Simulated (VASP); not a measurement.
# SnIr3 (P6/mmm) in VASP: single point with PBE

Aim: the single point of SnIr3 with PBE.

Everything below comes from runs of VASP 6.6.1. Logs are shortened: lines on timing, memory, paths and dates and some standing lists are left out, and cuts for length are marked.

## (1) The cell of the first run

It takes space group P6/mmm (No. 191, hexagonal). The conventional cell has a = 4.607 Å, b = 4.607 Å, c = 5.006 Å, α = 90.00°, β = 90.00°, γ = 120.00°. Around Sn (site symmetry 6/mmm) lie 8 Ir at 2.50 to 2.66 Å. Ir (site symmetry -6m2) has 3 Ir at 2.66 Å and 3 Sn at 2.66 Å as nearest neighbours. Ir (site symmetry 6/mmm) has 2 Sn at 2.50 Å as nearest neighbours.

The cell was built by a generator and needn't be a form met in nature.

## (2) Single point, PBE, collinear spin, typed start (random cell by space group and Wyckoff sites (P6/mmm, No. 191))

File INCAR:

```
ALGO     = Normal         # electronic algorithm
EDIFF    = 1E-6           # SCF threshold, eV
ENCUT    = 520            # plane-wave cutoff, eV
GGA      = PE             # functional
ISIF     = 2              # what is computed and relaxed
ISMEAR   = 0              # smearing method
ISPIN    = 2              # spin polarisation
LASPH    = T              # aspherical terms in the spheres
LCHARG   = F              # write CHGCAR
LMAXMIX  = 4              # l up to which the mixer works
LORBIT   = 11             # projections on sites
LREAL    = F              # projectors in reciprocal space
LWAVE    = F              # write WAVECAR
MAGMOM   = 0 1 1 1        # initial moments
NBANDS   = 32             # bands
NELM     = 150            # most SCF steps
PREC     = Accurate       # precision mode
SIGMA    = 0.1            # smearing width, eV
```

File KPOINTS:

```
k-points
0
Gamma
  6 6 4
```

File POSCAR:

```
SnIr3
1.0
    4.6071065657      0.0000000000      0.0000000000
   -2.3035532828      3.9898713238      0.0000000000
    0.0000000000      0.0000000000      5.0057686454
Sn Ir
1 3
Direct
    0.0000000000      0.0000000000      0.5000000000
    0.3333333333      0.6666666667      0.5000000000
    0.6666666667      0.3333333333      0.5000000000
    0.0000000000      0.0000000000      0.0000000000
```

Potentials or basis: VASP PAW PBE potentials, release 64 (Sn_d, Ir).

Run with:

```
cat potpaw_PBE.64/Sn_d/POTCAR potpaw_PBE.64/Ir/POTCAR > POTCAR
mpirun -np 1 vasp_std > vasp.out
```

OUTCAR:

```text
EDIFF = 1E-6
   ENCUT = 520
   GGA = PE
   ISIF = 2
   ISMEAR = 0
   ISPIN = 2
   LASPH = T
   LORBIT = 11
   LREAL = F
   NELM = 150
   PREC = Accurate

 ion  position               nearest neighbor table
   1  0.000  0.000  0.500-   4 2.50   4 2.50   2 2.66   3 2.66   2 2.66   3 2.66   3 2.66   2 2.66

   2  0.333  0.667  0.500-   3 2.66   1 2.66   3 2.66   1 2.66   1 2.66   3 2.66
   3  0.667  0.333  0.500-   2 2.66   1 2.66   2 2.66   1 2.66   1 2.66   2 2.66
   4  0.000  0.000  0.000-   1 2.50   1 2.50

  LATTYP: Found a hexagonal cell.
 ALAT       =     4.6071065657
 C/A-ratio  =     1.0865319858

  Lattice vectors:

 A1 = (   4.6071065657,   0.0000000000,   0.0000000000)
 A2 = (  -2.3035532828,   3.9898713238,   0.0000000000)
 A3 = (   0.0000000000,   0.0000000000,   5.0057686454)

Analysis of symmetry for initial positions (statically):
=====================================================================
 Subroutine PRICEL returns:
 Original cell was already a primitive cell.

 Routine SETGRP: Setting up the symmetry group for a
 hexagonal supercell.

 Subroutine GETGRP returns: Found 24 space group operations
 (whereof 24 operations were pure point group operations)
 out of a pool of 24 trial point group operations.

The static configuration has the point symmetry D_6h.

Analysis of symmetry for dynamics (positions and initial velocities):
=====================================================================
 Subroutine PRICEL returns:
 Original cell was already a primitive cell.

 Routine SETGRP: Setting up the symmetry group for a
 hexagonal supercell.

 Subroutine GETGRP returns: Found 24 space group operations
 (whereof 24 operations were pure point group operations)
 out of a pool of 24 trial point group operations.

The dynamic configuration has the point symmetry D_6h.

Analysis of structural, dynamic, and magnetic symmetry:
=====================================================================
 Subroutine PRICEL returns:
 Original cell was already a primitive cell.

 Routine SETGRP: Setting up the symmetry group for a
 hexagonal supercell.

 Subroutine GETGRP returns: Found 24 space group operations
 (whereof 24 operations were pure point group operations)
 out of a pool of 24 trial point group operations.

The overall configuration has the point symmetry D_6h.

 Subroutine INISYM returns: Found 24 space group operations
 (whereof 24 operations are pure point group operations),
 and found     1 'primitive' translations

----------------------------------------------------------------------------------------

                                     Primitive cell

  volume of cell :      92.0148

  direct lattice vectors                    reciprocal lattice vectors
     4.607106566  0.000000000  0.000000000     0.217055973  0.125317325  0.000000000
    -2.303553283  3.989871324  0.000000000     0.000000000  0.250634649  0.000000000
     0.000000000  0.000000000  5.005768645     0.000000000  0.000000000  0.199769520

  length of vectors
     4.607106566  4.607106566  5.005768645     0.250634649  0.250634649  0.199769520

  position of ions in fractional coordinates (direct lattice)
     0.000000000  0.000000000  0.500000000
     0.333333333  0.666666667  0.500000000
     0.666666667  0.333333333  0.500000000
     0.000000000  0.000000000  0.000000000

  ion indices of the primitive-cell ions
   primitive index   ion index
                 1           1
                 2           2
                 3           3
                 4           4

----------------------------------------------------------------------------------------

 KPOINTS: k-points

Automatic generation of k-mesh.
 Grid dimensions read from file:
 generate k-points for:    6    6    4

 Generating k-lattice:

  Cartesian coordinates                     Fractional coordinates (reciprocal lattice)
     0.036175996  0.020886221  0.000000000     0.166666667  0.000000000  0.000000000
     0.000000000  0.041772442  0.000000000     0.000000000  0.166666667  0.000000000
     0.000000000  0.000000000  0.049942380     0.000000000  0.000000000  0.250000000

  Length of vectors
     0.041772442  0.041772442  0.049942380

  Shift w.r.t. Gamma in fractional coordinates (k-lattice)
     0.000000000  0.000000000  0.000000000

 Subroutine IBZKPT returns following result:
 ===========================================

 Found     21 irreducible k-points:

 Following reciprocal coordinates:
            Coordinates               Weight
  0.000000  0.000000  0.000000      1.000000
  0.166667  0.000000  0.000000      6.000000
  0.333333  0.000000  0.000000      6.000000
  0.500000 -0.000000  0.000000      3.000000
  0.166667  0.166667  0.000000      6.000000
  0.333333  0.166667  0.000000     12.000000
[... 13 lines left out ...]
  0.333333  0.166667  0.500000     12.000000
  0.333333  0.333333  0.500000      2.000000
   k-points           NKPTS =     21   k-points in BZ     NKDIM =     21   number of bands    NBANDS=     32
   number of dos      NEDOS =    301   number of ions     NIONS =      4
   total plane-waves  NPLWV =  51840
   dimension x,y,z NGX =    36 NGY =   36 NGZ =   40
   dimension x,y,z NGXF=    72 NGYF=   72 NGZF=   80
   ions per type =               1   3
   NGX,Y,Z   is equivalent  to a cutoff of  12.99, 12.99, 13.28 a.u.
   NGXF,Y,Z  is equivalent  to a cutoff of  25.98, 25.98, 26.57 a.u.
 SYSTEM =  unknown system
   PREC   = accura    normal or accurate (medium, high low for compatibility)
   ISTART =      0    job   : 0-new  1-cont  2-samecut
   ICHARG =      2    charge: 1-file 2-atom 10-const
   ISPIN  =      2    spin polarized calculation?
   LNONCOLLINEAR =      F non collinear calculations
   LSORBIT =      F    spin-orbit coupling
   LASPH  =      T    aspherical Exc in radial PAW
   ENCUT  =  520.0 eV  38.22 Ry    6.18 a.u.   8.57  8.57  9.31*2*pi/ulx,y,z
   NELM   =    150;   NELMIN=  2; NELMDL= -5     # of ELM steps
   EDIFF  = 0.1E-05   stopping-criterion for ELM
   LREAL  =      F    real-space projection
   EDIFFG = 0.1E-04   stopping-criterion for IOM
   NSW    =      0    number of steps for IOM
   IBRION =     -1    ionic relax: 0-MD 1-quasi-New 2-CG
   NFREE  =      0    steps in history (QN), initial steepest desc. (CG)
   ISIF   =      2    stress and relaxation
   ISYM   =      2    0-nonsym 1-usesym 2-fastsym
   POTIM  = 0.5000    time-step for ionic-motion
   TEBEG  =    0.0;   TEEND  =   0.0 temperature during run
   PSTRESS=    0.0 pullay stress
   NELECT =      41.0000    total number of electrons
   NUPDOWN=      -1.0000    fix difference up-down
   EMIN   =  10.00;   EMAX   =-10.00  energy-range for DOS
   EFERMI =   0.00;   METHOD = LEGACY
   ISMEAR =     0;   SIGMA  =   0.10  broadening in eV -4-tet -1-fermi 0-gaus
   EFERMI_NEDOS =   21; number of points for ismear=-14 and -15
   IALGO  =     38    algorithm
   IMIX   =      4    mixing-type and parameters
     AMIX     =   0.40;   BMIX     =  1.00
     AMIX_MAG =   1.60;   BMIX_MAG =  1.00
  volume/ion in A,a.u.               =      23.00       155.24
  Fermi-wavevector in a.u.,A,eV,Ry     =   1.250403  2.362920 21.272827  1.563509
  Thomas-Fermi vector in A             =   2.384399
   LORBIT       =     11    0 simple, 1 ext, 2 COOP (PROOUT), +10 PAW based schemes
   GGA     = PE    functional components
   LHFCALC =     F    Hartree Fock is set to
   AEXX    =    0.0000 exact exchange contribution
   IVDW    =     0    specifies the selected vdW correction
   LEPSILON=     F    determine dielectric tensor
   LRPA    =     F    only Hartree local field effects (RPA)
 spin polarized calculation
 Gauss-broadening in eV      SIGMA  =   0.10
  energy-cutoff  :      520.00
  volume of cell :       92.01
 maximum number of plane-waves:      2545
 NGX is ok and might be reduce to    36
   NGX = 17   NGY = 17   NGZ = 19

 number of electron      41.0000002 magnetization       2.1731825

 Free energy of the ion-electron system (eV)
  ---------------------------------------------------
  ext. energy  EPLUGINS =         0.00000000
  ---------------------------------------------------
  free energy    TOTEN  =       -23.68275297 eV

  energy without entropy =      -23.65366796  energy(sigma->0) =      -23.66821046

 E-fermi :   5.1143     XC(G=0): -10.7723

 val. band max:        5.0771534356   @ k =   0.0000   0.0000   0.5000
 cond. band min:       5.1324650989   @ k =   0.3333   0.3333   0.5000
 fundamental gap:      0.0553116633
 Fermi energy:         5.1143301785

 spin component 1

 k-point     1 :       0.0000    0.0000    0.0000
  band No.  band energies     occupation
      1     -16.2665      1.00000
      2     -16.1127      1.00000
      3     -16.1127      1.00000
      4     -16.0434      1.00000
      5     -16.0434      1.00000
      6      -5.4695      1.00000
[... 724 lines left out ...]
     31      16.1161      0.00000
     32      16.1970      0.00000
 Fermi energy:         5.1143301785

 spin component 2

 k-point     1 :       0.0000    0.0000    0.0000
  band No.  band energies     occupation
      1     -16.2750      1.00000
      2     -16.1177      1.00000
      3     -16.1177      1.00000
      4     -16.0528      1.00000
      5     -16.0528      1.00000
      6      -5.4381      1.00000
[... 724 lines left out ...]
     31      16.1796      0.00000
     32      16.4356      0.00000

------------------------ aborting loop because EDIFF is reached ----------------------------------------

  FORCE on cell =-STRESS in cart. coord.  units (eV):
  Direction    XX          YY          ZZ          XY          YZ          ZX
  --------------------------------------------------------------------------------------
  -------------------------------------------------------------------------------------
  Total        0.4486970      0.4486970      0.8206744      0.0000000      0.0000000      0.0000000
  in kB        7.8127844      7.8127844     14.2897146      0.0000000      0.0000000      0.0000000
  external PRESSURE =       9.9717612 kB  Pullay stress =       0.0000000 kB

 VOLUME and BASIS-vectors are now :
 -----------------------------------------------------------------------------
  energy-cutoff  :      520.00
  volume of cell :       92.01
      direct lattice vectors                 reciprocal lattice vectors
     4.607106566  0.000000000  0.000000000     0.217055973  0.125317325  0.000000000
    -2.303553283  3.989871324  0.000000000     0.000000000  0.250634649  0.000000000
     0.000000000  0.000000000  5.005768645     0.000000000  0.000000000  0.199769520

 POSITION                                       TOTAL-FORCE (eV/Angst)
 -----------------------------------------------------------------------------------
      0.00000      0.00000      2.50288        -0.000000      0.000000     -0.000000
     -0.00000      2.65991      2.50288         0.000000     -0.000000      0.000000
      2.30355      1.32996      2.50288        -0.000000      0.000000     -0.000000
      0.00000      0.00000      0.00000        -0.000000      0.000000     -0.000000
 -----------------------------------------------------------------------------------
    total drift:                                0.000000     -0.000000     -0.000000

  FREE ENERGIE OF THE ION-ELECTRON SYSTEM (eV)
  ---------------------------------------------------
  free  energy   TOTEN  =       -23.6827529672 eV

  energy  without entropy=      -23.6536679578  energy(sigma->0) =      -23.66821046

 total charge

# of ion       s       p       d       tot
------------------------------------------
    1        1.102   1.447  10.172  12.721
    2        0.605   0.456   7.056   8.117
    3        0.605   0.456   7.056   8.117
    4        0.422   0.216   7.232   7.870
--------------------------------------------------
tot          2.734   2.575  31.515  36.825

 magnetization (x)

# of ion       s       p       d       tot
------------------------------------------
    1       -0.006  -0.025  -0.006  -0.036
    2        0.020  -0.004   0.641   0.656
    3        0.020  -0.004   0.641   0.656
    4        0.019  -0.004   0.835   0.851
--------------------------------------------------
tot          0.053  -0.037   2.111   2.127
```

Wall time 2.3 min (1 thread of Intel Xeon Platinum 8488C (Sapphire Rapids), shared host); peak memory 0.31 GiB.

Results:

```yaml
Free_energy: -23.6828 eV
Pressure: 1.0 GPa
Band_gap_on_the_k_mesh: none (metal or under the smearing width)
Net_moment: 2.17 μB per cell
Site_moments: Sn -0.04; Ir +0.66, +0.85 μB
Valence_electrons_inside_the_program's_atomic_spheres: Sn 12.72; Ir 8.12, 7.87
```

Stress tensor (GPa, compression positive):
```
0.78 0.00 0.00
0.00 0.78 0.00
0.00 0.00 1.43
```
